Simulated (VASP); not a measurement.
Method: optB88-vdW, VASP's PBE PAW potentials (set 64) (plane waves; VASP).

Input for VASP

POSCAR:
```
Tb
1.0
  1.7947726852  -3.1086370291   0.0000000000
  1.7947726852   3.1086370291   0.0000000000
  0.0000000000   0.0000000000   5.6099145101
Tb
2
Cartesian
  1.7947726852   1.0362144155   1.4024786275
  1.7947726852  -1.0362144155   4.2074358826
```

**INCAR**
```
# general
SYSTEM    =  Tb
PREC      =  Accurate
ENCUT     =  520
LREAL     =  .FALSE.   # projection in real space or not
LASPH     =  .TRUE.   # aspherical one-centre terms

# electronic loop
EDIFF     =  1E-7
NELM      =  100
ALGO      =  Normal
LMAXMIX   =  6

# smearing
ISMEAR    =  -5

# functional
GGA       =  BO
LUSE_VDW  =  .TRUE.
AGGAC     =  0.0
PARAM1    =  0.1833333333
PARAM2    =  0.22

# ions
ISIF      =  2   # forces and stress, cell fixed

# output
LWAVE     =  .FALSE.
LCHARG    =  .TRUE.
LORBIT    =  11
NEDOS     =  601
```

KPOINTS:
```
kpoints
0
G
 13 13 8
0 0 0
```

POTCAR, in this order: Tb_3 (PBE.64 set). Program: vasp_std.

Output

### OSZICAR
```
       N       E                     dE             d eps       ncg     rms          rms(c)
DAV:   1     0.479208608852E+02    0.47921E+02   -0.88962E+03  2730   0.124E+03
DAV:   2    -0.150321468517E+01   -0.49424E+02   -0.48461E+02  2920   0.257E+02
DAV:   3    -0.368791860000E+01   -0.21847E+01   -0.20704E+01  3703   0.313E+01
DAV:   4    -0.374295667046E+01   -0.55038E-01   -0.53752E-01  3117   0.486E+00
DAV:   5    -0.374436813512E+01   -0.14115E-02   -0.13716E-02  3908   0.635E-01    0.233E+01
DAV:   6    -0.376336046484E+01   -0.18992E-01   -0.15730E-02  3139   0.106E+00    0.140E+01
DAV:   7    -0.378162125996E+01   -0.18261E-01   -0.33314E-02  2994   0.155E+00    0.209E-01
DAV:   8    -0.378190129220E+01   -0.28003E-03   -0.13960E-03  3330   0.292E-01    0.843E-02
DAV:   9    -0.378201857145E+01   -0.11728E-03   -0.35153E-04  2980   0.131E-01    0.428E-02
DAV:  10    -0.378200743820E+01    0.11133E-04   -0.30216E-05  3195   0.413E-02    0.272E-02
DAV:  11    -0.378201564423E+01   -0.82060E-05   -0.12543E-05  3100   0.216E-02    0.206E-03
DAV:  12    -0.378201612987E+01   -0.48564E-06   -0.29951E-07  3658   0.344E-03    0.485E-03
DAV:  13    -0.378201594303E+01    0.18684E-06   -0.91018E-08  1780   0.240E-03    0.201E-04
DAV:  14    -0.378201592166E+01    0.21369E-07   -0.15253E-08  1660   0.121E-03
   1 F= -.37820159E+01 E0= -.37820159E+01  d E =0.000000E+00
```

OUTCAR:
```
------------------------ aborting loop because EDIFF is reached ----------------------------------------
  FORCE on cell =-STRESS in cart. coord.  units (eV):
  Direction    XX          YY          ZZ          XY          YZ          ZX
  --------------------------------------------------------------------------------------
  Total       -0.0557447     -0.0557447      0.0420101      0.0000000      0.0000000      0.0000000
  in kB       -1.4267524     -1.4267520      1.0752226      0.0000000      0.0000000      0.0000000
  external PRESSURE =      -0.5927606 kB  Pullay stress =       0.0000000 kB
  volume of cell :       62.60
      direct lattice vectors                 reciprocal lattice vectors
     1.794772685 -3.108637029  0.000000000     0.278586812 -0.160842194  0.000000000
     1.794772685  3.108637029  0.000000000     0.278586812  0.160842194  0.000000000
     0.000000000  0.000000000  5.609914510     0.000000000  0.000000000  0.178255836
 POSITION                                       TOTAL-FORCE (eV/Angst)
 -----------------------------------------------------------------------------------
      1.79477      1.03621      1.40248        -0.000000     -0.000000      0.000000
      1.79477     -1.03621      4.20744         0.000000      0.000000      0.000000
 -----------------------------------------------------------------------------------
    total drift:                                0.000000      0.000108     -0.000011
  FREE ENERGIE OF THE ION-ELECTRON SYSTEM (eV)
  ---------------------------------------------------
  free  energy   TOTEN  =        -3.7820159217 eV

  energy  without entropy=       -3.7820159217  energy(sigma->0) =       -3.78201592

 total charge

# of ion       s       p       d       tot
------------------------------------------
    1        0.400   6.304   1.157   7.861
    2        0.400   6.304   1.157   7.861
--------------------------------------------------
tot          0.799  12.607   2.315  15.721
```
(Selected blocks of OUTCAR.)

The 4f electrons are frozen in the core of the lanthanide potential, so 4f levels, which can set the real gap, and their magnetism are missing. For a metal the tetrahedron method with Blöchl corrections gives inexact stress and forces.

The compound is Tb in the hcp structure. It was relaxed first.
